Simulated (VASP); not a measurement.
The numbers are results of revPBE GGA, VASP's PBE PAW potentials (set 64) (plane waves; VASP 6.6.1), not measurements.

Input for VASP

### KPOINTS
```
Regular mesh
0
gamma
 7 7 7
```

**INCAR**
```
ISMEAR = 0   ! Gaussian
ENCUT = 400
ALGO = Normal
EDIFF = 1E-6   ! SCF stop (eV)
SIGMA = 0.05
LMAXMIX = 4   ! l cut-off of mixed one-centre charges
LASPH = .True.
PREC = Accurate
ISIF = 2   ! forces and stress, cell fixed
SYSTEM = CdS
LREAL = .False.   ! projection in real space or not
LCHARG = .False.
LWAVE = .False.
NELM = 100   ! most electronic steps
GGA = RE   ! revPBE
```

POSCAR:
```
CdS
1
    0.0000000000     2.9682000000     2.9682000000
    2.9682000000     0.0000000000     2.9682000000
    2.9682000000     2.9682000000     0.0000000000
Cd S
1 1
Direct
  0.0000000000   0.0000000000   0.0000000000
  0.2500000000   0.2500000000   0.2500000000
```

POTCAR, in this order: Cd S (PBE.64 set). Program: vasp_std.

Output

OUTCAR:
```
 ion  position               nearest neighbor table
   1  0.000  0.000  0.000-   2 2.57   2 2.57   2 2.57   2 2.57
   2  0.250  0.250  0.250-   1 2.57   1 2.57   1 2.57   1 2.57
  LATTYP: Found a face centered cubic cell.
 ALAT       =     5.9364000000
 Subroutine PRICEL returns:
 Original cell was already a primitive cell.
 Subroutine GETGRP returns: Found 24 space group operations
The static configuration has the point symmetry T_d .
The dynamic configuration has the point symmetry T_d .
 Subroutine INISYM returns: Found 24 space group operations
 Subroutine IBZKPT returns following result:
 Found     20 irreducible k-points:

 Following reciprocal coordinates:
            Coordinates               Weight
  0.000000  0.000000  0.000000      1.000000
  0.142857  0.000000  0.000000      8.000000
  0.285714  0.000000  0.000000      8.000000
  0.428571  0.000000  0.000000      8.000000
  0.142857  0.142857  0.000000      6.000000
  0.285714  0.142857  0.000000     24.000000
  0.428571  0.142857  0.000000     24.000000
 -0.428571  0.142857  0.000000     24.000000
 -0.285714  0.142857  0.000000     24.000000
...
```

### OSZICAR
```
       N       E                     dE             d eps       ncg     rms          rms(c)
DAV:   1     0.100293147254E+03    0.10029E+03   -0.80799E+03   520   0.102E+03
DAV:   2    -0.156904083117E+01   -0.10186E+03   -0.97951E+02   615   0.276E+02
DAV:   3    -0.609879109858E+01   -0.45298E+01   -0.45184E+01   605   0.609E+01
DAV:   4    -0.613158650153E+01   -0.32795E-01   -0.32792E-01   630   0.521E+00
DAV:   5    -0.613208919103E+01   -0.50269E-03   -0.50269E-03   595   0.612E-01    0.791E+00
DAV:   6    -0.559251487040E+01    0.53957E+00   -0.10547E+00   703   0.132E+01    0.631E+00
DAV:   7    -0.557622481889E+01    0.16290E-01   -0.22260E-01   545   0.372E+00    0.319E+00
DAV:   8    -0.557943281774E+01   -0.32080E-02   -0.21053E-02   560   0.214E+00    0.321E-01
DAV:   9    -0.557967372164E+01   -0.24090E-03   -0.28047E-03   605   0.831E-01    0.775E-02
DAV:  10    -0.558004832164E+01   -0.37460E-03   -0.43579E-04   550   0.195E-01    0.906E-02
DAV:  11    -0.558025703835E+01   -0.20872E-03   -0.40928E-04   540   0.173E-01    0.233E-02
DAV:  12    -0.558024192741E+01    0.15111E-04   -0.48228E-05   652   0.106E-01    0.113E-02
DAV:  13    -0.558024620745E+01   -0.42800E-05   -0.10654E-05   530   0.212E-02    0.104E-02
DAV:  14    -0.558024613175E+01    0.75704E-07   -0.11147E-06   514   0.775E-03
   1 F= -.55802461E+01 E0= -.55802461E+01  d E =-.269674E-16
```

**OUTCAR**
```
------------------------ aborting loop because EDIFF is reached ----------------------------------------
  FORCE on cell =-STRESS in cart. coord.  units (eV):
  Direction    XX          YY          ZZ          XY          YZ          ZX
  --------------------------------------------------------------------------------------
  Total        0.3674967      0.3674967      0.3674967      0.0000000      0.0000000      0.0000000
  in kB       11.2578253     11.2578253     11.2578253      0.0000000      0.0000000      0.0000000
  external PRESSURE =      11.2578253 kB  Pullay stress =       0.0000000 kB
  volume of cell :       52.30
      direct lattice vectors                 reciprocal lattice vectors
     0.000000000  2.968200000  2.968200000    -0.168452261  0.168452261  0.168452261
     2.968200000  0.000000000  2.968200000     0.168452261 -0.168452261  0.168452261
     2.968200000  2.968200000  0.000000000     0.168452261  0.168452261 -0.168452261
  FREE ENERGIE OF THE ION-ELECTRON SYSTEM (eV)
  ---------------------------------------------------
  free  energy   TOTEN  =        -5.5802461318 eV

  energy  without entropy=       -5.5802461318  energy(sigma->0) =       -5.58024613
```
(Selected blocks of OUTCAR.)

The compound is CdS in the zinc blende structure, a metastable form; wurtzite is the usual one. The cell was not relaxed at this level. The run is one of a series of settings (GGA = RE against the base run), some of them coarse on purpose.
